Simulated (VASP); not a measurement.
A run of VASP 6.6.1:

The input INCAR:

```
SYSTEM = CdHgS2
PREC = Accurate ; ENCUT = 520
EDIFF = 1E-6 ; ISMEAR = 0
SIGMA = 0.1 ; LREAL = .False.
LASPH = .True. ; NELM = 100
ALGO = Normal ; ISIF = 2
LWAVE = .False. ; LCHARG = .False.
GGA = PE ; NBANDS = 26
```

File KPOINTS:

```
Automatic mesh
0
Gamma
  6 6 2
  0 0 0
```

File POSCAR:

```
CdHgS2
1.0
    4.0212363170      0.0000000000      0.0000000000
   -2.0106181585      3.4824928051      0.0000000000
    0.0000000000      0.0000000000      7.6801290450
Cd Hg S
1 1 2
Direct
    0.3333333333      0.6666666667      0.0000000000
    0.0000000000      0.0000000000      0.5000000000
    0.0000000000      0.0000000000      0.8033408608
    0.0000000000      0.0000000000      0.1966591392
```

Potentials or basis: VASP PAW PBE potentials, release 64 (Cd, Hg, S).

The run is started by

```bash
$ cat potpaw_PBE.64/Cd/POTCAR potpaw_PBE.64/Hg/POTCAR potpaw_PBE.64/S/POTCAR > POTCAR
$ mpirun -np 1 vasp_std > vasp.out
```

Hardware: 1 thread of Intel(R) Xeon(R) Platinum 8488C (Sapphire Rapids), on a shared host.

How long does it take, and how much memory?

It took 34 s on 1 thread of Intel(R) Xeon(R) Platinum 8488C (Sapphire Rapids), with other jobs on the host, peak memory 0.24 GiB. Counts: scf iterations 14, k points 14.
